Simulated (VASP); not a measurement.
```
BaZrO3
1.0
    4.12080     0.00000     0.00000
    0.00000     4.12080     0.00000
    0.00000     0.00000     4.12080
Ba Zr O
1 1 3
Cartesian
  0.00000   0.00000   0.00000
  2.06040   2.06040   2.06040
  2.06040   0.00000   2.06040
  0.00000   2.06040   2.06040
  2.06040   2.06040   0.00000
```

Method: LDA (Ceperley-Alder, Perdew-Zunger), VASP's LDA PAW potentials (set 64) (plane waves; VASP). Run with 620 eV cut-off, 6×6×6 Γ-centred mesh, Gaussian smearing of 0.050 eV, potentials Ba_sv Zr_sv O.

Unless said otherwise, spin-orbit coupling is left out, though it shifts the bands of the heavy elements here.

**Question.** Estimate the energy per atom (σ→0), pressure, band gap (on the k-mesh) with the smallest direct gap where there is one.

**Answer.** 
band gap (on the k-mesh): 3.17 eV
smallest direct gap (on the k-mesh): 3.32 eV
energy per atom (σ→0): -9.144 eV/atom
pressure: 4.95 GPa

The compound is BaZrO3 in the cubic perovskite structure. It was relaxed first under an external pressure of 5 GPa.
